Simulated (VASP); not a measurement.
Level of theory: PBEsol GGA, VASP's PBE PAW potentials (set 64) (plane waves; VASP).

VASP ran on this input.

**KPOINTS**
```
Automatic mesh
0
Gamma
16 16 16
0 0 0
```

INCAR:
```
ALGO  =  Normal
EDIFF  =  1E-7
ENCUT  =  480
GGA  =  PS
ISIF  =  2
ISMEAR  =  1
LASPH  =  .True.
LCHARG  =  .False.
LMAXMIX  =  6
LREAL  =  .False.
LWAVE  =  .False.
NELM  =  100
PREC  =  Accurate
SIGMA  =  0.1
SYSTEM  =  Ir
```

File POSCAR:
```
Ir
1.0
  0.0000000000   1.9549444443   1.9549444443
  1.9549444443   0.0000000000   1.9549444443
  1.9549444443   1.9549444443   0.0000000000
Ir
1
Cartesian
  0.0000000000   0.0000000000   0.0000000000
```

POTCAR, in this order: Ir (PBE.64 set). Program: vasp_std.

Output of the run:

### OSZICAR
```
       N       E                     dE             d eps       ncg     rms          rms(c)
DAV:   1     0.384734827908E+02    0.38473E+02   -0.42353E+03  2392   0.947E+02
DAV:   2    -0.979644374101E+01   -0.48270E+02   -0.46500E+02  2344   0.196E+02
DAV:   3    -0.104117795843E+02   -0.61534E+00   -0.61272E+00  3312   0.298E+01
DAV:   4    -0.104158817418E+02   -0.41022E-02   -0.41017E-02  3104   0.180E+00
DAV:   5    -0.104158991739E+02   -0.17432E-04   -0.17433E-04  3320   0.745E-02    0.136E+01
DAV:   6    -0.984701994410E+01    0.56888E+00   -0.13457E+00  2672   0.157E+01    0.516E+00
DAV:   7    -0.976153535425E+01    0.85485E-01   -0.32136E-01  3000   0.707E+00    0.157E+00
DAV:   8    -0.975652516308E+01    0.50102E-02   -0.15424E-03  2472   0.596E-01    0.792E-01
DAV:   9    -0.975463034544E+01    0.18948E-02   -0.11488E-03  2920   0.579E-01    0.158E-02
DAV:  10    -0.975463261352E+01   -0.22681E-05   -0.49366E-06  3120   0.266E-02    0.565E-03
DAV:  11    -0.975463345546E+01   -0.84194E-06   -0.40158E-07  3240   0.477E-03    0.619E-04
DAV:  12    -0.975463345263E+01    0.28323E-08   -0.47320E-09  1568   0.823E-04
   1 F= -.97546335E+01 E0= -.97545687E+01  d E =-.194150E-03
```

**OUTCAR**
```
------------------------ aborting loop because EDIFF is reached ----------------------------------------
  FORCE on cell =-STRESS in cart. coord.  units (eV):
  Direction    XX          YY          ZZ          XY          YZ          ZX
  --------------------------------------------------------------------------------------
  Total       -1.8313389     -1.8313389     -1.8313389      0.0000000      0.0000000      0.0000000
  in kB     -196.3568445   -196.3568445   -196.3568445      0.0000000      0.0000000      0.0000000
  external PRESSURE =    -196.3568445 kB  Pullay stress =       0.0000000 kB
  volume of cell :       14.94
      direct lattice vectors                 reciprocal lattice vectors
     0.000000000  1.954944444  1.954944444    -0.255761744  0.255761744  0.255761744
     1.954944444  0.000000000  1.954944444     0.255761744 -0.255761744  0.255761744
     1.954944444  1.954944444  0.000000000     0.255761744  0.255761744 -0.255761744
 POSITION                                       TOTAL-FORCE (eV/Angst)
 -----------------------------------------------------------------------------------
      0.00000      0.00000      0.00000         0.000000     -0.000000     -0.000000
 -----------------------------------------------------------------------------------
    total drift:                                0.000000      0.000000     -0.000000
  FREE ENERGIE OF THE ION-ELECTRON SYSTEM (eV)
  ---------------------------------------------------
  free  energy   TOTEN  =        -9.7546334526 eV

  energy  without entropy=       -9.7544393023  energy(sigma->0) =       -9.75456874
```
(Selected blocks of OUTCAR.)

The compound is Ir in the fcc structure. This cell was strained or had an atom moved on purpose.
